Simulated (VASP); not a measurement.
# A VASP study of Ag (Silver) (LDA): structure first, properties next, part 2 of 2

How well does LDA reproduce what experiment finds for Ag (Silver)? The cell is relaxed first, and properties follow on it. Left out of this account: 1 further run (phonons: it ended without a result to show). The start is a cell from a database of measured crystal structures.

VASP 6.6.1; LDA; plane waves and PAW (Ag).

Still holding for the runs below: This run has no spin polarisation. Its electron count is odd, so without a moment it is a metal by construction.

So far. Step 5 (Band structure (LDA)): There is no gap at this level. Step 6 (Total and projected DOS (LDA)): The finer mesh and the other smearing move the Fermi level by +0.12 eV from the 10×10×10 run, one measure of the sampling error in the zero of the bands above. Of the states within 0.3 eV of the Fermi level, the largest shares in the PAW spheres are Ag d 30 % and Ag s 14 %. The rest lies in smaller channels or between the spheres.

## 8. Independent-particle dielectric function (LDA)

LOPTICS sums transitions from filled to empty bands. The mesh is finer than in the run before. NBANDS is raised for it.

INCAR

```
SYSTEM = Ag
PREC = Accurate
ENCUT = 400
EDIFF = 1E-06
NELM = 100
ISMEAR = 1
SIGMA = 0.2
LREAL = .FALSE.
ALGO = Normal
GGA = CA
NBANDS = 13
LORBIT = 11
LWAVE = .FALSE.
LCHARG = .FALSE.
KPAR = 2
LOPTICS = .TRUE.
NEDOS = 1500
CSHIFT = 0.1
```

POSCAR

```
Ag
1.0
    0.0000000000      2.0009944308      2.0009944308
    2.0009944308      0.0000000000      2.0009944308
    2.0009944308      2.0009944308      0.0000000000
Ag
1
Direct
    0.0000000000      0.0000000000      0.0000000000
```

KPOINTS

```
Automatic mesh
0
Gamma
14 14 14
0 0 0
```

PAW data sets: Ag (LDA family, release 64).

The run is started by

```console
$ mpirun -np 2 vasp_std
```

The job ended after 3.4 s (2 MPI ranks of Intel Xeon 6975P-C (Granite Rapids), shared host; peak memory 0.25 GiB; 5.8 s of CPU time).

These are independent-particle spectra without excitons or local fields, and fine structure depends on the mesh and on CSHIFT. The intraband (Drude) part is not in this spectrum.

This step gave:

- SCF cycles: 11
- bands: 13
- irreducible k-points: 104
- free energy (TOTEN): -3.782 eV
- energy at zero smearing: -3.782 eV
- Fermi energy: 8.959 eV
- pressure: -0.4056 GPa

The imaginary dielectric function, xx has structure finer than the step of the table below, so its rows give means over 0.5 eV, whole bins alone (the curve runs from 0 to 25.0 eV). Peaks (eV: height): 4.38: 7.65, 5.18: 5.55, 6.18: 3.20, 6.74: 3.22, 10.49: 2.68, 13.51: 2.54, 21.33: 2.72.

The imaginary dielectric function, xx by photon energy; means over each step:

```
photon energy (eV)  imaginary dielectric function, xx
               0.5                             0.0156
               1.0                             0.0345
               1.5                             0.0629
               2.0                              0.117
               2.5                              0.272
               3.0                               2.54
               3.5                               4.25
               4.0                               4.62
               4.5                               6.41
               5.0                               4.64
               5.5                               4.07
               6.0                               2.75
               6.5                               2.70
               7.0                               2.00
               7.5                               1.89
               8.0                               1.94
               8.5                               2.09
               9.0                               1.93
               9.5                               1.96
              10.0                               1.66
              10.5                               2.39
              11.0                               1.77
              11.5                               1.83
              12.0                               1.85
              12.5                               1.81
              13.0                               1.99
              13.5                               2.44
              14.0                               2.23
              14.5                               2.10
              15.0                               2.06
              15.5                               1.83
              16.0                               1.75
              16.5                               1.44
              17.0                               1.79
              17.5                               1.34
              18.0                               1.43
              18.5                               1.37
              19.0                               1.26
              19.5                               1.43
              20.0                               1.47
              20.5                               1.89
              21.0                               2.19
              21.5                               2.31
              22.0                               1.49
              22.5                               1.66
              23.0                               1.32
              23.5                               1.21
              24.0                               1.19
              24.5                               1.11
```

Real dielectric function, xx against photon energy:

```
photon energy (eV)  real dielectric function, xx
               0.0                          5.05
               0.5                          5.09
               1.0                          5.21
               1.5                          5.44
               2.0                          5.86
               2.5                          6.74
               3.0                          8.69
               3.5                          5.81
               4.0                          6.28
               4.5                          2.33
               5.0                          3.19
               5.5                         0.660
               6.0                          1.97
               6.5                          1.80
               7.0                         0.756
               7.5                          1.91
               8.0                          2.03
               8.5                          1.90
               9.0                          1.82
               9.5                          1.41
              10.0                          2.03
              10.5                          1.80
              11.0                          1.72
              11.5                          1.57
              12.0                          2.00
              12.5                          1.91
              13.0                          1.84
              13.5                          1.57
              14.0                          1.35
              14.5                          1.08
              15.0                         0.617
              15.5                         0.905
              16.0                         0.650
              16.5                         0.935
              17.0                         0.862
              17.5                         0.620
              18.0                         0.836
              18.5                          1.00
              19.0                         0.924
              19.5                          1.21
              20.0                          1.38
              20.5                          1.15
              21.0                          1.17
              21.5                        -0.134
              22.0                         0.140
              22.5                         0.187
              23.0                        0.0491
              23.5                         0.174
              24.0                         0.158
              24.5                       -0.0166
```

At these settings, which differ from those of the relaxation, the cell is under a tension of 0.4 GPa.

## 9. Total energy, forces and stress (LDA), changed input

A single point gives energy, forces and stress at these settings. Some settings are moved from the usual, to see what they do.

INCAR

```
SYSTEM = Ag
PREC = Accurate
ENCUT = 400
EDIFF = 1E-06
NELM = 100
ISMEAR = 2
SIGMA = 0.02
LREAL = .FALSE.
ALGO = Normal
GGA = CA
NBANDS = 11
LORBIT = 11
LWAVE = .FALSE.
LCHARG = .FALSE.
KPAR = 2
ISIF = 2
LASPH = .FALSE.
ISYM = 1
```

POSCAR is that of step 8.

KPOINTS

```
Automatic mesh
0
Gamma
10 10 10
0 0 0
```

The run is started by

```console
$ mpirun -np 2 vasp_std
```

It took 1.6 s on 2 MPI ranks; peak memory 0.2 GiB.

LASPH = .FALSE. is the default, so this changes nothing.

This step gave:

```yaml
scf_cycles: 10
bands: 11
irreducible_k_points: 47
free_energy_toten: -3.765 eV
fermi_energy: 9.078 eV
pressure: -0.1037 GPa
```

Against the sound run “Density, ELF and potential (LDA)”, the energy at zero smearing moves by +0.4 meV an atom, the pressure by -0.10 GPa and the Fermi level by +0.08 eV.

## 10. Relaxing the atoms (LDA), changed input

This run is made with a changed input; what comes of it follows.

INCAR

```
SYSTEM = Ag
PREC = Normal
ENCUT = 180
EDIFF = 1E-06
NELM = 79
ISMEAR = 1
SIGMA = 0.2
LREAL = .FALSE.
ALGO = Normal
GGA = CA
NBANDS = 11
LORBIT = 11
LWAVE = .FALSE.
LCHARG = .FALSE.
KPAR = 2
IBRION = 2
NSW = 30
ISIF = 2
EDIFFG = -0.01
```

POSCAR is that of step 9.

KPOINTS is that of step 9.

The run is started by

```console
$ mpirun -np 2 vasp_std
```

Wall time 1 s (2 MPI ranks); peak memory 0.17 GiB.

The run converged, but on settings that are not sound, so its numbers are not to be trusted.

Against the sound run on this cell (core-level energies (LDA)) the energy at zero smearing moves by +340.3 meV an atom and the pressure by -130.18 GPa.

The fault in the input: cutoff too low (ENCUT = 180 and PREC = "Normal"). Raise ENCUT.

## 11. Summary of results

- relaxed volume: 16.02 Å³/atom
- relaxed conventional cell a, b, c: 4.002, 4.002, 4.002 Å
- space group after relaxing, within 0.02 Å: Fm-3m (No. 225)
- band gap: none, a metal
- DOS at the Fermi level: 0.257 states/eV/cell
- shallowest level of the frozen cores: Ag1 4p, 55.3 eV deep

With LDA, Ag (Silver) relaxes to 16.02 Å³/atom in space group Fm-3m (held by the symmetry of the run) and comes out as a metal. Against the listed cell the volume lies -6.0 %. Band structure (LDA): Of the bands kept, 1 crosses the Fermi level on this path. Spin-orbit coupling is left out; it would split some degenerate bands. The k-sampling is coarse for a metal, so the Fermi level, pressures and the shape of the cell carry errors. No search among competing phases was made. All values are for a static lattice at zero temperature.

Comparison with the measured values:

```
              quantity  measured             LDA
lattice constant a (Å)     4.085  4.002 (-2.0 %)
```

Measured values from pmc:7083871 (2020).

How well it matches: The lattice constant a is off by -2.0 %: a clear miss. The grades are ours: good and fair within 0.7 and 1.5 % for the lattice constant a. For lattice constants the calculation has a static lattice, without zero-point motion or thermal expansion.

[Lines on the potential files, build, host, timing and source positions are cut from VASP's logs without a mark.]

[Logs are printed without paths, hosts, clocks, repeated set-up lines and the standing remarks that a program may print on its own settings, such as how far it seeks lower states.]

[Hosts, paths, dates, database ids (printed as entryN), source tags and the programs' standing remarks are cut or masked in the printed files.]

[A measured line is paired with the nearest computed mode of its activity, which favours agreement.]
